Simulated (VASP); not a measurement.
Crystal: HfO2.

```xyz
3
Lattice="0.0000 2.5357 2.5357 2.5357 0.0000 2.5357 2.5357 2.5357 0.0000" Properties=species:S:1:pos:R:3 pbc="T T T"
Hf    0.0000    0.0000    0.0000
O     1.2678    1.2678    1.2678
O     3.8035    3.8035    3.8035
```

The cell was built by a generator and needn't be a form met in nature.

Base run:

* Program: VASP 6.6.1
* Functional: PBE0
* Potentials or basis: VASP PAW PBE potentials, release 64 (Hf_pv, O)
* Cutoff: 520 eV
* k mesh: 6 × 6 × 6
* Occupations: gaussian, width 0.02 eV
* Spin: no spin polarisation

Its results: band gap on the k mesh 6.10 eV, direct; pressure -7.2 GPa.

Task: After a change of settings the same cell gave: band gap on the k mesh 4.29 eV, direct; pressure -5.9 GPa. Which change was it?
A. functional from PBE0 to HSE06; k mesh from 6 × 6 × 6 to 8 × 8 × 8
B. exchange at q = 0 from default to truncated
C. functional from PBE0 to r2SCAN; k mesh from 6 × 6 × 6 to 10 × 10 × 10

Result: C.

Caveats: the PAW data sets were made with another functional, which shifts forces and pressure a little; spin-orbit coupling is left out, which moves the levels of the heavy elements.

Runs at the PBE level aren't shown here.
